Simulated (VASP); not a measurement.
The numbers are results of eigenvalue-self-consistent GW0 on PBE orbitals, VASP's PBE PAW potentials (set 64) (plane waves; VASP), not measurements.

VASP input:

**INCAR**
```
SYSTEM = CsBr
PREC = Normal; ENCUT = 500; LREAL = .False.
LASPH = .True.; NBANDS = 160
ALGO = EVGW0
ISMEAR = 0; SIGMA = 0.01
GGA = PE
LWAVE = .False.; LCHARG = .False.
NELMGW = 4; NOMEGA = 64; ENCUTGW = 200
NBANDSGW = 16; LSPECTRALGW = .True.
```

File KPOINTS:
```
Automatic
0
gamma
  4 4 4
```

**POSCAR**
```
CsBr
4.290
  1.0000000000   0.0000000000   0.0000000000
  0.0000000000   1.0000000000   0.0000000000
  0.0000000000   0.0000000000   1.0000000000
Cs Br
1 1
Direct
  0.0000000000   0.0000000000   0.0000000000
  0.5000000000   0.5000000000   0.5000000000
```

POTCAR, in this order: Cs_sv_GW Br_GW (PBE.64 set). Program: vasp_std. Read from the step before: WAVECAR, WAVEDER.

The run wrote:

**OUTCAR**
```
 ion  position               nearest neighbor table
   1  0.000  0.000  0.000-
   2  0.500  0.500  0.500-
  LATTYP: Found a simple cubic cell.
 ALAT       =     4.2900000000
 Subroutine PRICEL returns:
 Original cell was already a primitive cell.
 Subroutine GETGRP returns: Found 48 space group operations
The static configuration has the point symmetry O_h .
The dynamic configuration has the point symmetry O_h .
 Subroutine INISYM returns: Found 48 space group operations
 Subroutine IBZKPT returns following result:
 Found     10 irreducible k-points:

 Following reciprocal coordinates:
            Coordinates               Weight
  0.000000  0.000000  0.000000      1.000000
  0.250000  0.000000  0.000000      6.000000
  0.500000  0.000000  0.000000      3.000000
  0.250000  0.250000  0.000000     12.000000
  0.500000  0.250000  0.000000     12.000000
  0.500000  0.500000  0.000000      3.000000
  0.250000  0.250000  0.250000      8.000000
  0.500000  0.250000  0.250000     12.000000
  0.500000  0.500000  0.250000      6.000000
  0.500000  0.500000  0.500000      1.000000
 Subroutine IBZKPT_HF returns following result:
   k-points           NKPTS =     10   k-points in BZ     NKDIM =     64   number of bands    NBANDS=    160
   number of dos      NEDOS =    301   number of ions     NIONS =      2
   total plane-waves  NPLWV =  13824
   dimension x,y,z NGX =    24 NGY =   24 NGZ =   24
   dimension x,y,z NGXF=    48 NGYF=   48 NGZF=   48
   ions per type =               1   1
   PREC   = normal    normal or accurate (medium, high low for compatibility)
   ISTART =      1    job   : 0-new  1-cont  2-samecut
   ICHARG =      0    charge: 1-file 2-atom 10-const
   ISPIN  =      1    spin polarized calculation?
   LNONCOLLINEAR =      F non collinear calculations
   LSORBIT =      F    spin-orbit coupling
   INIWAV =      1    electr: 0-lowe 1-rand  2-diag
...
```

File OSZICAR:
```
...
   20.414    0.000   21.204    0.000   22.050    0.000   22.960    0.000
   23.945    0.000   25.017    0.000   26.191    0.000   27.485    0.000
   28.921    0.000   30.527    0.000   32.339    0.000   34.401    0.000
   36.774    0.000   39.534    0.000   42.789    0.000   46.686    0.000
   51.436    0.000   57.355    0.000   64.928    0.000   74.955    0.000
   88.837    0.000  109.295    0.000  142.381    0.000  204.833    0.000
NQ=   1    0.0000    0.0000    0.0000,
 performed        206000 updates of chi_q(r,r)
NQ=   2    0.2500    0.0000    0.0000,
 performed        576000 updates of chi_q(r,r)
NQ=   3    0.5000    0.0000    0.0000,
 performed        859000 updates of chi_q(r,r)
NQ=   4    0.2500    0.2500    0.0000,
 performed       1301000 updates of chi_q(r,r)
NQ=   5    0.5000    0.2500    0.0000,
 performed       1743000 updates of chi_q(r,r)
NQ=   6    0.5000    0.5000    0.0000,
 performed       2021000 updates of chi_q(r,r)
NQ=   7    0.2500    0.2500    0.2500,
 performed       2360000 updates of chi_q(r,r)
NQ=   8    0.5000    0.2500    0.2500,
 performed       2771000 updates of chi_q(r,r)
NQ=   9    0.5000    0.5000    0.2500,
 performed       3131000 updates of chi_q(r,r)
NQ=  10    0.5000    0.5000    0.5000,
 performed       3337000 updates of chi_q(r,r)
 resolving degeneracies of screened two electron integrals
NQ=   1    0.0000    0.0000    0.0000,
 performed        206000 updates of chi_q(r,r)
NQ=   2    0.2500    0.0000    0.0000,
 performed        576000 updates of chi_q(r,r)
NQ=   3    0.5000    0.0000    0.0000,
 performed        859000 updates of chi_q(r,r)
NQ=   4    0.2500    0.2500    0.0000,
 performed       1301000 updates of chi_q(r,r)
NQ=   5    0.5000    0.2500    0.0000,
 performed       1743000 updates of chi_q(r,r)
NQ=   6    0.5000    0.5000    0.0000,
 performed       2021000 updates of chi_q(r,r)
NQ=   7    0.2500    0.2500    0.2500,
 performed       2360000 updates of chi_q(r,r)
NQ=   8    0.5000    0.2500    0.2500,
 performed       2771000 updates of chi_q(r,r)
NQ=   9    0.5000    0.5000    0.2500,
 performed       3131000 updates of chi_q(r,r)
NQ=  10    0.5000    0.5000    0.5000,
 performed       3337000 updates of chi_q(r,r)
 resolving degeneracies of screened two electron integrals
NQ=   1    0.0000    0.0000    0.0000,
 performed        206000 updates of chi_q(r,r)
NQ=   2    0.2500    0.0000    0.0000,
 performed        576000 updates of chi_q(r,r)
NQ=   3    0.5000    0.0000    0.0000,
 performed        859000 updates of chi_q(r,r)
NQ=   4    0.2500    0.2500    0.0000,
 performed       1301000 updates of chi_q(r,r)
NQ=   5    0.5000    0.2500    0.0000,
 performed       1743000 updates of chi_q(r,r)
NQ=   6    0.5000    0.5000    0.0000,
 performed       2021000 updates of chi_q(r,r)
NQ=   7    0.2500    0.2500    0.2500,
 performed       2360000 updates of chi_q(r,r)
NQ=   8    0.5000    0.2500    0.2500,
 performed       2771000 updates of chi_q(r,r)
NQ=   9    0.5000    0.5000    0.2500,
 performed       3131000 updates of chi_q(r,r)
NQ=  10    0.5000    0.5000    0.5000,
 performed       3337000 updates of chi_q(r,r)
 resolving degeneracies of screened two electron integrals
NQ=   1    0.0000    0.0000    0.0000,
 performed        206000 updates of chi_q(r,r)
NQ=   2    0.2500    0.0000    0.0000,
 performed        576000 updates of chi_q(r,r)
NQ=   3    0.5000    0.0000    0.0000,
 performed        859000 updates of chi_q(r,r)
NQ=   4    0.2500    0.2500    0.0000,
 performed       1301000 updates of chi_q(r,r)
NQ=   5    0.5000    0.2500    0.0000,
 performed       1743000 updates of chi_q(r,r)
NQ=   6    0.5000    0.5000    0.0000,
 performed       2021000 updates of chi_q(r,r)
NQ=   7    0.2500    0.2500    0.2500,
 performed       2360000 updates of chi_q(r,r)
NQ=   8    0.5000    0.2500    0.2500,
 performed       2771000 updates of chi_q(r,r)
NQ=   9    0.5000    0.5000    0.2500,
 performed       3131000 updates of chi_q(r,r)
NQ=  10    0.5000    0.5000    0.5000,
 performed       3337000 updates of chi_q(r,r)
 resolving degeneracies of screened two electron integrals
```

### OUTCAR
```


 k-point   1 :       0.0000    0.0000    0.0000
  band No. old QP-enery  QP-energies   sigma(KS)   T+V_ion+V_H  V^pw_x(r,r')   Z            occupation Imag(sigma)

      1     -20.6465     -20.6742     -15.6957      -4.9930     -22.7740       0.6584       2.0000       0.8434
      2     -13.4983     -13.5287     -15.6329       2.0879     -22.1473       0.6504       2.0000       1.0125
      3      -8.1405      -8.1505     -15.2456       7.0927     -17.5021       0.8022       2.0000       0.0773
      4      -8.1405      -8.1505     -15.2456       7.0927     -17.5021       0.8022       2.0000       0.0773
      5      -8.1405      -8.1505     -15.2456       7.0927     -17.5021       0.8022       2.0000       0.0773
      6      -1.4023      -1.4117     -14.5374      13.1232     -16.4327       0.7931       2.0000       0.0596
      7      -1.4023      -1.4117     -14.5374      13.1232     -16.4327       0.7931       2.0000       0.0596
      8      -1.4023      -1.4117     -14.5374      13.1232     -16.4327       0.7931       2.0000       0.0596
      9       5.7287       5.7289      -6.6577      12.3867      -3.4359       0.8480       0.0000      -0.0489
     10       6.2237       6.2241      -6.4430      12.6673      -3.2998       0.8443       0.0000      -0.0506
     11       6.2237       6.2241      -6.4430      12.6673      -3.2998       0.8443       0.0000      -0.0506
     12      11.0770      11.0778      -7.9785      19.0564      -4.3075       0.8166       0.0000      -0.0727
     13      11.0770      11.0778      -7.9785      19.0564      -4.3075       0.8166       0.0000      -0.0727
     14      11.0770      11.0778      -7.9785      19.0564      -4.3075       0.8166       0.0000      -0.0727
     15      13.6932      13.6939      -7.2841      20.9782      -3.4015       0.8071       0.0000      -0.1282
     16      13.6932      13.6939      -7.2841      20.9782      -3.4015       0.8071       0.0000      -0.1282

 k-point   2 :       0.2500    0.0000    0.0000
  band No. old QP-enery  QP-energies   sigma(KS)   T+V_ion+V_H  V^pw_x(r,r')   Z            occupation Imag(sigma)

      1     -20.6188     -20.6464     -15.7243      -4.9364     -22.7867       0.6600       2.0000       0.8272
      2     -13.5078     -13.5387     -15.6042       2.0485     -22.1177       0.6446       2.0000       0.9978
      3      -8.3591      -8.3691     -15.0808       6.7092     -17.3548       0.8026       2.0000       0.0803
      4      -8.0788      -8.0887     -15.2996       7.2086     -17.5301       0.8036       2.0000       0.0726
      5      -8.0788      -8.0887     -15.2996       7.2086     -17.5301       0.8036       2.0000       0.0726
      6      -2.2328      -2.2425     -13.5928      11.3478     -15.5418       0.7895       2.0000       0.0673
      7      -1.5203      -1.5298     -14.3943      12.8619     -16.3080       0.7917       2.0000       0.0608
      8      -1.5203      -1.5298     -14.3943      12.8619     -16.3080       0.7917       2.0000       0.0608
      9       6.6561       6.6568      -6.4830      13.1399      -3.2576       0.8413       0.0000      -0.0529
     10       7.1107       7.1109      -7.3576      14.4685      -4.0470       0.8378       0.0000      -0.0533
     11       7.5874       7.5880      -6.9891      14.5772      -3.6906       0.8350       0.0000      -0.0567
     12      10.7290      10.7298      -7.8773      18.6073      -4.1939       0.8159       0.0000      -0.0742
     13      10.7290      10.7298      -7.8773      18.6073      -4.1939       0.8159       0.0000      -0.0742
     14      11.4199      11.4208      -8.0456      19.4666      -4.2832       0.8105       0.0000      -0.0792
     15      11.0907      11.0916      -6.4872      17.5790      -2.7779       0.8198       0.0000      -0.0768
     16      13.6558      13.6567      -7.5031      21.1601      -3.2716       0.7936       0.0000      -0.1348

 k-point   3 :       0.5000    0.0000    0.0000
  band No. old QP-enery  QP-energies   sigma(KS)   T+V_ion+V_H  V^pw_x(r,r')   Z            occupation Imag(sigma)

      1     -20.5902     -20.6179     -15.7536      -4.8785     -22.7999       0.6600       2.0000       0.8102
      2     -13.5207     -13.5518     -15.5694       2.0000     -22.0814       0.6397       2.0000       0.9853
      3      -8.5495      -8.5596     -14.9718       6.4098     -17.2652       0.8032       2.0000       0.0831
      4      -8.0149      -8.0246     -15.3577       7.3308     -17.5603       0.8054       2.0000       0.0677
      5      -8.0149      -8.0246     -15.3577       7.3308     -17.5603       0.8054       2.0000       0.0677
      6      -2.8905      -2.9007     -13.1355      10.2319     -15.2223       0.7830       2.0000       0.0787
      7      -1.6429      -1.6526     -14.2403      12.5852     -16.1726       0.7898       2.0000       0.0623
      8      -1.6429      -1.6526     -14.2403      12.5852     -16.1726       0.7898       2.0000       0.0623
      9       7.4029       7.4037      -6.6140      14.0179      -3.2157       0.8345       0.0000      -0.0590
     10       8.8467       8.8473      -8.0846      16.9320      -4.5660       0.8202       0.0000      -0.0675
     11       9.0779       9.0784      -7.1740      16.2525      -3.6887       0.8303       0.0000      -0.0644
     12       9.4152       9.4158      -6.2164      15.6323      -2.8061       0.8368       0.0000      -0.0595
     13      10.7584      10.7593      -8.1260      18.8855      -4.3851       0.8091       0.0000      -0.0798
     14      10.7584      10.7593      -8.1260      18.8855      -4.3851       0.8091       0.0000      -0.0798
     15      11.9367      11.9378      -8.1916      20.1298      -4.2830       0.8006       0.0000      -0.0912
     16      12.3000      12.3007      -7.1364      19.4373      -3.2358       0.8101       0.0000      -0.0870

 k-point   4 :       0.2500    0.2500    0.0000
  band No. old QP-enery  QP-energies   sigma(KS)   T+V_ion+V_H  V^pw_x(r,r')   Z            occupation Imag(sigma)

      1     -20.5924     -20.6203     -15.7500      -4.8845     -22.7988       0.6622       2.0000       0.8150
      2     -13.4835     -13.5138     -15.6267       2.0960     -22.1299       0.6423       2.0000       0.9841
      3      -8.4967      -8.5069     -14.9368       6.4273     -17.2716       0.7997       2.0000       0.0921
      4      -8.2997      -8.3095     -15.1340       6.8221     -17.3848       0.8044       2.0000       0.0760
      5      -8.0292      -8.0389     -15.3446       7.3033     -17.5588       0.8045       2.0000       0.0697
      6      -2.2790      -2.2889     -13.6244      11.3329     -15.6126       0.7875       2.0000       0.0689
      7      -1.7861      -1.7957     -14.2457      12.4475     -16.1810       0.7914       2.0000       0.0624
      8      -1.5252      -1.5348     -14.3849      12.8476     -16.3039       0.7906       2.0000       0.0610
      9       7.1684       7.1689      -6.9429      14.1119      -3.6443       0.8372       0.0000      -0.0548
     10       7.4858       7.4862      -6.9021      14.3884      -3.5946       0.8390       0.0000      -0.0543
     11       8.4679       8.4686      -7.1357      15.6044      -3.6987       0.8289       0.0000      -0.0631
     12       9.6857       9.6864      -7.4575      17.1440      -3.9644       0.8278       0.0000      -0.0624
     13      10.2325      10.2333      -7.7911      18.0246      -4.0841       0.8136       0.0000      -0.0771
     14      11.0104      11.0114      -7.9876      18.9992      -4.2263       0.8104       0.0000      -0.0804
     15      11.6320      11.6329      -6.8014      18.4344      -2.9406       0.8122       0.0000      -0.0861
     16      13.1950      13.1960      -6.9527      20.1490      -2.8228       0.7983       0.0000      -0.1278

 k-point   5 :       0.5000    0.2500    0.0000
  band No. old QP-enery  QP-energies   sigma(KS)   T+V_ion+V_H  V^pw_x(r,r')   Z            occupation Imag(sigma)

      1     -20.5657     -20.5934     -15.7760      -4.8315     -22.8114       0.6624       2.0000       0.8025
      2     -13.4594     -13.4896     -15.6461       2.1394     -22.1388       0.6384       2.0000       0.9728
      3      -8.6831      -8.6933     -14.8389       6.1431     -17.1922       0.8010       2.0000       0.0950
      4      -8.4475      -8.4576     -14.9711       6.5110     -17.2897       0.8004       2.0000       0.0891
      5      -7.9783      -7.9879     -15.3921       7.4019     -17.5891       0.8059       2.0000       0.0667
      6      -2.4540      -2.4640     -13.6606      11.1939     -15.6833       0.7866       2.0000       0.0706
      7      -1.8758      -1.8855     -14.1444      12.2563     -16.1003       0.7893       2.0000       0.0638
      8      -1.5343      -1.5440     -14.3615      12.8149     -16.2838       0.7898       2.0000       0.0613
      9       7.2572       7.2578      -6.8405      14.0984      -3.5341       0.8369       0.0000      -0.0553
     10       7.7158       7.7162      -7.0822      14.7985      -3.7884       0.8378       0.0000      -0.0541
     11       9.4810       9.4819      -7.3946      16.8767      -3.7589       0.8200       0.0000      -0.0730
     12       9.6329       9.6335      -7.6120      17.2456      -4.1104       0.8262       0.0000      -0.0637
     13       9.7272       9.7279      -7.4363      17.1643      -3.9281       0.8268       0.0000      -0.0633
     14      10.8173      10.8181      -7.1058      17.9241      -3.3957       0.8153       0.0000      -0.0786
     15      12.1464      12.1475      -7.1444      19.2923      -3.1717       0.8019       0.0000      -0.0999
     16      12.6545      12.6555      -7.5700      20.2258      -3.5716       0.7969       0.0000      -0.1109

 k-point   6 :       0.5000    0.5000    0.0000
  band No. old QP-enery  QP-energies   sigma(KS)   T+V_ion+V_H  V^pw_x(r,r')   Z            occupation Imag(sigma)

      1     -20.5404     -20.5682     -15.7987      -4.7836     -22.8232       0.6633       2.0000       0.7942
      2     -13.3938     -13.4237     -15.7291       2.2885     -22.2023       0.6410       2.0000       0.9638
      3      -8.8246      -8.8350     -14.6933       5.8557     -17.1087       0.7977       2.0000       0.1091
      4      -8.8246      -8.8350     -14.6933       5.8557     -17.1087       0.7977       2.0000       0.1091
      5      -7.9410      -7.9506     -15.4279       7.4749     -17.6190       0.8063       2.0000       0.0658
...
```
(Selected blocks of OUTCAR.)

The mesh is coarse and the basis finite, so the quasiparticle values are not converged.

The compound is CsBr in the CsCl type structure. The cell was not relaxed at this level.
